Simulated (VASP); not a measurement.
An input for Ansatz (written as the equivalent of a VASP run, and not itself run):

Ansatz 0.2 input:
```yaml
crystal:
  lattice:
    - [2.9731501, 0.0000000, 0.0000000]
    - [0.0000000, 2.9731501, 0.0000000]
    - [0.0000000, 0.0000000, 2.9731501]
  atoms:
    - { symbol: Mo, position: [0.0000000, 0.0000000, 0.0000000] }
    - { symbol: P, position: [0.5000000, 0.5000000, 0.5000000] }
kpoints:
  mp_grid: { grid: [14, 14, 14] }
hamiltonian:
  xc: pbesol
  pseudopotentials: { kind: paw }
scf:
  occupations: { method: tetrahedron }
  max_iter: 100
output: { forces: true, stress: true, eigenvalues: true }
```

Problem. Translate this input to VASP (INCAR, KPOINTS, POSCAR, choice of POTCAR).

Solution. Several could match; the one computed here: 
File KPOINTS:
```
kpoints
0
G
 14 14 14
```

### INCAR
```
ALGO = Normal
EDIFF = 1E-7
ENCUT = 400
GGA = PS
ISIF = 2
ISMEAR = -5
LASPH = .TRUE.
LCHARG = .TRUE.
LMAXMIX = 4
LORBIT = 11
LREAL = .FALSE.
LWAVE = .FALSE.
NEDOS = 601
NELM = 100
PREC = Accurate
SYSTEM = MoP
```

### POSCAR
```
MoP
1
    2.9731501441    -0.0000000000     0.0000000000
   -0.0000000000     2.9731501441     0.0000000000
   -0.0000000000    -0.0000000000     2.9731501441
Mo P
1 1
Direct
  0.0000000000   0.0000000000   0.0000000000
  0.5000000000   0.5000000000   0.5000000000
```

POTCAR, in this order: Mo_sv P (PBE.64 set). Program: vasp_std.

What does not carry over: each code has its own PAW files, so the cut-off isn't converted (ENCUT is set for VASP's; basis.ecutwfc is left out, and Ansatz then takes the one that its files recommend); Ansatz stops its SCF on the density residual and VASP on the energy change (EDIFF).

The structure was generated: MoP was put into the CsCl type type (Pm-3m), which need not be its known phase. It was relaxed first, which changed the volume by -33 %.
